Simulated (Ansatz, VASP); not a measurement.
# AgPt2 (Pt-Ag-Pt stack, (111) layers): VASP beside Ansatz, part 2 of 2

Wanted: the spread between two codes on one cell, functional and k mesh. The cell is taken from a series of runs on this material, whose earlier steps may have relaxed, scaled, displaced or heated it; both programs get it as it stands.

VASP 6.6.1 and Ansatz 0.2.0.

So far: Set-up; VASP: zone-centre phonons, LDA.

## 3. Ansatz: zone-centre phonons, LDA

Level of this step: Ansatz beside VASP: Kohn-Sham DFT, plane waves, LDA (Ansatz).

Ansatz runs on its default PAW (the set named soft_2) files.

The same cell, functional (in two slightly different forms), mesh and smearing now go to Ansatz, which takes its cutoff from its data sets.

The input, input.yaml:

```yaml
crystal:
  lattice:
    - [2.6634166174, -2.6585e-06, 0.0]
    - [-1.3317060064, 2.3065877808, 0.0]
    - [0.0, 0.0, 33.2454533171]
  atoms:
    - { symbol: Pt, position: [0.0, 0.0, 0.1648407361] }
    - { symbol: Ag, position: [0.3333333333, 0.6666666667, 0.2364643648] }
    - { symbol: Pt, position: [0.6666666667, 0.3333333333, 0.3080879935] }
  periodic: [true, true, false]
kpoints:
  mp_grid: { grid: [18, 18, 1] }
hamiltonian:
  xc: lda
scf:
  occupations: { method: methfessel_paxton, width: 0.2 }
output:
  eigenvalues: true
phonons:
  method: dfpt
  qmesh: [6, 6, 1]
  temperatures: { t_max: 1000, t_step: 50 }
  qpath:
    path:
      - [0.0, 0.0, 0.0]
      - [0.5, 0.0, 0.0]
      - [0.33333333, 0.33333333, 0.0]
      - [0.0, 0.0, 0.0]
    npoints: 10
  electrical_resistivity:
    mesh: [24, 24, 1]
    temperatures: [20.0, 50.0, 77.0, 100.0, 150.0, 200.0, 300.0, 400.0, 600.0, 800.0]
```

Run with:

```console
> ansatz run input.yaml --threads 4 --pin off --max-ram 16384MiB --backend cpu --events-out ev --progress --plain --runs-dir out
```

Numbers of over 12 decimals in the logs are rounded to 6 here.

The log of the run:

```text
Warning: crystal.symmetry: narrowed to the stabiliser of the run's FFT grids — unitary ops 12 → 6. A phonons.method: dfpt run fills in the rows of the dynamical matrix that it does not solve by its symmetry operations, which is exact only for operations that map its FFT grids onto themselves: filled in by any other, the frequencies could depend on the order in which like atoms are typed, or, by more than the grids' own error, on where the crystal sits among the grids' points. Excluded: 6 operations. The run can therefore solve more perturbations, solve them on more k-points, or both, and cost more. [rest of the remark cut]
Engine: ansatz 0.2.0, aarch64-unknown-linux-gnu
Pseudopotentials: kind: paw
Pseudopotential: Pt, paw, valence charge 18, recommended cutoff 420 eV (normal), Pt.paw.azcp
Pseudopotential: Ag, paw, valence charge 19, recommended cutoff 420 eV (normal), Ag.paw.azcp
Functional definition: SPW92
  exchange = slater_x
  correlation = pw_c
Crystal: 3 atoms, lattice volume = 204.240 Å³
Basis set: ecut = 420 eV, 4065 PW (Γ), exchange–correlation on 36×36×450 points (8 copies of the dense FFT grid, shifted against one another)
Bands: 33, of which v1, the nominal top of the filled ones, is band 28 counted from 1 (27 counted from 0)
Symmetry: 12 space group operations
k-points: 37 of 324 (irreducible under 6 space group operations, time reversal used)
Non-local potential: Pt, projectors of the file, l = 0: 3, l = 1: 2, l = 2: 2, l = 3: 1
Non-local potential: Ag, projectors of the file, l = 0: 3, l = 1: 2, l = 2: 2, l = 3: 1
PAW form: soft (Blöchl's): semilocal exchange-correlation on the pseudo side does not see the compensation charge
PAW frozen core: Pt, regenerated for the run's functional, and the local potential with it (the file was generated under x = pbe(κ = 0.804, μ = 0.219515), c = pbe(β = 0.066725))
PAW frozen core: Ag, regenerated for the run's functional, and the local potential with it (the file was generated under x = pbe(κ = 0.804, μ = 0.219515), c = pbe(β = 0.066725))
PAW one-centre angular grid: Pt, 590 points (default); XC on 64 Gauss nodes
PAW one-centre angular grid: Ag, 590 points (default); XC on 64 Gauss nodes
Initial density: superposition of atomic densities (neutral atoms: chi_scale 0, normalization atom), corrected by the library's trained network
Initial wavefunctions: pseudopotential atomic-orbital guess
Functional: x = slater, c = lda
SCF iter   1: F=—  HF=-31947.032508 eV  |F-HF|=—  |Δ(HF+E_count)|=         —  Δρ=5.79e-3  dr2=5.48e-2  ethr=1.77e-3  ⟨swp⟩=13.9  Hψ=9246  notcnv=0
preconditioner: auto → LDOS  [metal: Δε(μ)=0.025 eV  Ē_g=8.446 eV  σ=0.200 eV  W_gap=0.10  n_scr=22 (ndim 8)  ℏωp=14.5 eV  f_vac=0.739  D(μ)=3.07/eV (n_scr^D=16)  β→1.0]
SCF iter   2: F=—  HF=-31947.033207 eV  |F-HF|=—  |Δ(HF+E_count)|=   6.99e-4  S|Δr|=    0.00e0  Δρ=5.00e-3  dr2=6.04e-2  ethr=9.96e-5  ⟨swp⟩=3.8  Hψ=3493  notcnv=0  defer=25
[...]
q = [0.0000, 0.1667, 0.0000] (star 6, 9 solved perturbations in 2457 linear systems a pass and spin channel, the states on 324 of 324 k-point pairs; hermiticity 1.84e-7, symmetrization 9.11e-8, taken by the last average 1.01e-8): 27.21 63.13 69.80 82.20 84.11 106.52 112.73 138.64 175.93
  q = [0.0000, 0.3333, 0.0000] (star 6, 9 solved perturbations in 2457 linear systems a pass and spin channel, the states on 324 of 324 k-point pairs; hermiticity 6.05e-8, symmetrization 1.99e-8, taken by the last average 6.82e-9): 54.64 81.52 104.49 108.13 122.54 134.24 165.84 178.56 222.47
  q = [0.0000, -0.5000, 0.0000] (star 3, 9 solved perturbations in 1257 linear systems a pass and spin channel, the states on 164 of 324 k-point pairs; hermiticity 4.53e-8, symmetrization 1.28e-8, taken by the last average 6.43e-9): 68.79 73.04 119.91 120.48 125.95 137.45 179.65 185.63 253.77
  q = [0.1667, 0.1667, 0.0000] (star 6, 6 solved perturbations in 1485 linear systems a pass and spin channel, the states on 324 of 324 k-point pairs; hermiticity 4.51e-8, symmetrization 2.74e-10, taken by the last average 7.10e-9): 43.69 80.21 112.24 115.45 123.30 137.95 156.24 174.47 197.70
  q = [0.1667, 0.3333, 0.0000] (star 12, 9 solved perturbations on 324 of 324 k-point pairs: no pair is spared here; hermiticity 2.50e-8, symmetrization 0.00e0, taken by the last average 5.15e-9): 69.91 83.09 117.98 128.36 132.81 161.44 165.93 174.41 237.84
  q = [0.3333, 0.3333, 0.0000] (star 2, 6 solved perturbations in 1164 linear systems a pass and spin channel, the states on 324 of 324 k-point pairs; hermiticity 2.63e-8, symmetrization 7.33e-9, taken by the last average 5.83e-9): 78.90 96.05 96.05 99.77 105.02 105.02 140.28 214.36 214.36
  sum rule: each row above includes the acoustic sum rule's correction from the zone centre's row sums; it moved no ω² by more than (0.38 cm⁻¹)²
  mesh force constants: q→R imaginary residual 1.15e-18; ASR residual 5.740e-5 → 0.000e0 eV/Å²; symmetrization residual 8.882e-15 eV/Å²
  interpolated dispersion: 31 rows × 9 modes
  density of states and harmonic sums: on the 30×30×1 q-mesh, interpolated from the force constants of a 6×6×1 supercell (no non-analytic term)
  largest difference from the sums on the solved wave vectors: F 2.32e-2 eV, S 3.01e-5 and C_V 6.89e-6 eV/K
[...]
mesh   spin    states/(eV spin)  plasma energy (eV)         λ      λ_tr    ħω_log (meV)
        24×24×1                     1.0092              4.3230    0.3006    0.4203          10.927
        12×12×1                     1.7394              4.4951    0.3735    0.7253           9.461
          6×6×1                     0.6857              3.3763    0.2290    0.4072          13.210
  resistivity on the deck's mesh, µΩ·cm:
     T (K)       trace/2  mesh converged            xx            yy            zz    lowest order   relaxation time
     20.00     7.4814e-2              no     7.4814e-2     7.4814e-2      0.0000e0       1.4677e-1         8.9141e-2
     50.00      1.6706e0              no      1.6706e0      1.6706e0      0.0000e0        2.1416e0          1.8122e0
     77.00      4.1946e0              no      4.1946e0      4.1946e0      0.0000e0        4.7944e0          4.5023e0
    100.00      6.4477e0              no      6.4477e0      6.4477e0      0.0000e0        7.1198e0          6.9072e0
    150.00      1.1100e1             yes      1.1100e1      1.1100e1      0.0000e0        1.2017e1          1.1892e1
    200.00      1.5430e1             yes      1.5430e1      1.5430e1      0.0000e0        1.6708e1          1.6547e1
    300.00      2.3267e1              no      2.3267e1      2.3267e1      0.0000e0        2.5716e1          2.5050e1
    400.00      3.0087e1              no      3.0087e1      3.0087e1      0.0000e0        3.4339e1          3.2619e1
    600.00      4.1720e1              no      4.1720e1      4.1720e1      0.0000e0        5.0571e1          4.5920e1
    800.00      5.1964e1             yes      5.1964e1      5.1964e1      0.0000e0        6.5797e1          5.7938e1
  sheet resistance at 20 K: 0.2250 Ω
  mean free path at 20 K (of a tensor half of its trace): 4939 nm by what each carries, 3325 by the Fermi surface alone
  sheet resistance at 50 K: 5.025 Ω
  mean free path at 50 K (of a tensor half of its trace): 187 nm by what each carries, 149 by the Fermi surface alone
  Hall coefficient in a weak field at 50 K (along the normal): 2.996e-10 m³/C (as a tensor it moves by 12.1 % between the two finest meshes); by each state's relaxation time: 2.379e-10 m³/C; by a constant relaxation time: 7.296e-10 m³/C
  sheet resistance at 77 K: 12.62 Ω
  mean free path at 77 K (of a tensor half of its trace): 68.0 nm by what each carries, 59.3 by the Fermi surface alone
  Hall coefficient in a weak field at 77 K (along the normal): 5.318e-10 m³/C (as a tensor it moves by 4.3 % between the two finest meshes); by each state's relaxation time: 3.870e-10 m³/C; by a constant relaxation time: 7.286e-10 m³/C
  sheet resistance at 100 K: 19.39 Ω
  mean free path at 100 K (of a tensor half of its trace): 42.8 nm by what each carries, 38.6 by the Fermi surface alone
  Hall coefficient in a weak field at 100 K (along the normal): 6.280e-10 m³/C (as a tensor it moves by 1.3 % between the two finest meshes); by each state's relaxation time: 4.535e-10 m³/C; by a constant relaxation time: 7.284e-10 m³/C
  sheet resistance at 150 K: 33.39 Ω
  mean free path at 150 K (of a tensor half of its trace): 24.3 nm by what each carries, 22.4 by the Fermi surface alone
  Hall coefficient in a weak field at 150 K (along the normal): 7.087e-10 m³/C (as a tensor it moves by 6.1 % between the two finest meshes); by each state's relaxation time: 5.181e-10 m³/C; by a constant relaxation time: 7.281e-10 m³/C
  sheet resistance at 200 K: 46.41 Ω
  mean free path at 200 K (of a tensor half of its trace): 17.5 nm by what each carries, 16.1 by the Fermi surface alone
  Hall coefficient in a weak field at 200 K (along the normal): 7.461e-10 m³/C (as a tensor it moves by 12.3 % between the two finest meshes); by each state's relaxation time: 5.518e-10 m³/C; by a constant relaxation time: 7.280e-10 m³/C
  sheet resistance at 300 K: 69.98 Ω
  mean free path at 300 K (of a tensor half of its trace): 11.9 nm by what each carries, 10.7 by the Fermi surface alone
  Hall coefficient in a weak field at 300 K (along the normal): 8.294e-10 m³/C (as a tensor it moves by 19.4 % between the two finest meshes); by each state's relaxation time: 6.243e-10 m³/C; by a constant relaxation time: 7.273e-10 m³/C
  sheet resistance at 400 K: 90.50 Ω
  mean free path at 400 K (of a tensor half of its trace): 9.61 nm by what each carries, 8.27 by the Fermi surface alone
  Hall coefficient in a weak field at 400 K (along the normal): 9.302e-10 m³/C (as a tensor it moves by 18.6 % between the two finest meshes); by each state's relaxation time: 7.096e-10 m³/C; by a constant relaxation time: 7.265e-10 m³/C
  sheet resistance at 600 K: 125.5 Ω
  mean free path at 600 K (of a tensor half of its trace): 7.36 nm by what each carries, 5.96 by the Fermi surface alone
  Hall coefficient in a weak field at 600 K (along the normal): 1.082e-9 m³/C (as a tensor it moves by 14.6 % between the two finest meshes); by each state's relaxation time: 8.398e-10 m³/C; by a constant relaxation time: 7.254e-10 m³/C
  sheet resistance at 800 K: 156.3 Ω
  mean free path at 800 K (of a tensor half of its trace): 6.07 nm by what each carries, 4.79 by the Fermi surface alone
  Hall coefficient in a weak field at 800 K (along the normal): 1.159e-9 m³/C (as a tensor it moves by 12.9 % between the two finest meshes); by each state's relaxation time: 9.079e-10 m³/C; by a constant relaxation time: 7.258e-10 m³/C
  the resistivity times a path that all electrons share, by the Fermi surface of the deck's mesh alone (half of the trace): 2.488e-15 Ω·m²
  not converged in the mesh (λ; λ_tr; the resistivity at 20 K by 7.31 %; the resistivity at 50 K by 9.21 %; the resistivity at 77 K by 7.38 %; the resistivity at 100 K by 5.32 %; the resistivity at 300 K by 4.23 %; the resistivity at 400 K by 4.43 %; the resistivity at 600 K by 2.47 %): between neighbouring meshes, the two finest first, λ moves by 24.23 % and 38.69 %, λ_tr by 72.58 % and 43.86 % and the resistivity by up to 9.21 % and 85.00 %; an estimate, no bound, puts it up to 5.6e-7 % above the Boltzmann equation's exact value after up to 6 iterations (at most 30 are made, fewer where the estimate is under 1.0e-6 % of each spin channel's own resistivity)
  vibrations of 36 cells: unjudged by the run; compare a larger repeat
  the changes of the potential over all sites missed a rigid shift's by 0.15 % (the site terms' by 0.01 %)
  at the force constants' own smearing the fine mesh and the k-points of their solves give squared frequencies that differ by 41.3 % of the larger at the most, at (0.3333, 0.3333, 0)
```

## 4. Side by side

Known differences besides the potentials themselves: Ansatz cuts the interaction across the vacuum, VASP repeats the sheet without a dipole correction; VASP's run holds the zone centre alone; the data sets hold 55 valence electrons in Ansatz (on its default PAW (the set named soft_2) files) and 31 in VASP; the cutoff is 420 eV in Ansatz and 500 eV in VASP; VASP's log shows a relativistic correction to its local exchange, Ansatz's none. Total energies have different zeros and are not compared.

Both answers:

| quantity | Ansatz | VASP | difference |
| --- | --- | --- | --- |
| optical mode 1 to 2 (cm⁻¹) | 25.4 | 25.6 | -0.2 |
| optical mode 3 to 4 (cm⁻¹) | 54.9 | 55.0 | -0.24 % |
| optical mode 5 (cm⁻¹) | 90.7 | 90.9 | -0.25 % |
| optical mode 6 (cm⁻¹) | 181.0 | 181.6 | -0.31 % |

Modes are paired by rising frequency, not by their patterns, so a pair may set unlike modes beside each other; they are those without the splitting of longitudinal modes. Where the cell holds vacuum, a pressure given here is an average over it and none of the material.

## 5. Results

- r.m.s. difference of the optical zone-centre modes, each program's sorted by frequency (zone-centre phonons, LDA): 0.29 cm⁻¹

**Reading.** The r.m.s. difference of the optical zone-centre modes, each program's sorted by frequency is 0.29 cm⁻¹ (zone-centre phonons, LDA). The data sets hold unlike numbers of valence electrons (55 in Ansatz and 31 in VASP), so part of the differences may come from the potentials. Such differences can come from data sets, numerical settings and the points named under the comparisons, not from the functional's error against experiment.

[Lines on the potential files, build, host, timing and source positions are cut from VASP's logs without a mark.]

[Logs are printed without paths, hosts, clocks, repeated set-up lines and the standing remarks that a program may print on its own settings, such as how far it seeks lower states.]

[Hosts, paths, dates, database ids (printed as entryN), source tags and the programs' standing remarks are cut or masked in the printed files.]
